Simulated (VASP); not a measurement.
An input for Ansatz (written as the equivalent of a VASP run, and not itself run):

Ansatz 0.2 input:
```yaml
crystal:
  lattice:
    - [0.0000000, 2.9413480, 2.9413480]
    - [2.9413480, 0.0000000, 2.9413480]
    - [2.9413480, 2.9413480, 0.0000000]
  atoms:
    - { symbol: In, position: [0.0000000, 0.0000000, 0.0000000] }
    - { symbol: P, position: [0.2500000, 0.2500000, 0.2500000] }
kpoints:
  mp_grid: { grid: [5, 5, 5] }
hamiltonian:
  xc: pbe
  pseudopotentials: { kind: paw }
scf:
  occupations: { method: gaussian, width: 0.02 }
  max_iter: 100
output: { forces: true, stress: true, eigenvalues: true }
```

Problem. Translate this input to VASP (INCAR, KPOINTS, POSCAR, choice of POTCAR).

Solution. This is not unique; one that fits is 
**INCAR**
```
! general
SYSTEM  = InP
PREC    = Accurate
ENCUT   = 300
LREAL   = .FALSE.
LASPH   = .TRUE.

! electronic loop
EDIFF   = 1E-6
NELM    = 100
ALGO    = Normal
LMAXMIX = 4

! smearing
ISMEAR  = 0
SIGMA   = 0.02

! functional
GGA     = PE

! ions
ISIF    = 2

! output
LWAVE   = .FALSE.
LCHARG  = .FALSE.
```

### KPOINTS
```
K-points
0
G
5 5 5
0 0 0
```

### POSCAR
```
InP
1
    0.0000000000     2.9413480000     2.9413480000
    2.9413480000     0.0000000000     2.9413480000
    2.9413480000     2.9413480000     0.0000000000
In P
1 1
Direct
  0.0000000000   0.0000000000   0.0000000000
  0.2500000000   0.2500000000   0.2500000000
```

POTCAR, in this order: In_d P (PBE.64 set). Program: vasp_std.

Limits of the translation: each code has its own PAW files, so the cut-off isn't converted (ENCUT is set for VASP's; basis.ecutwfc is left out, and Ansatz then takes the one that its files recommend); Ansatz stops its SCF on the density residual and VASP on the energy change (EDIFF).

The structure comes from a computed database's InP entry; how it stands against other phases isn't given here. The cell was not relaxed at this level.
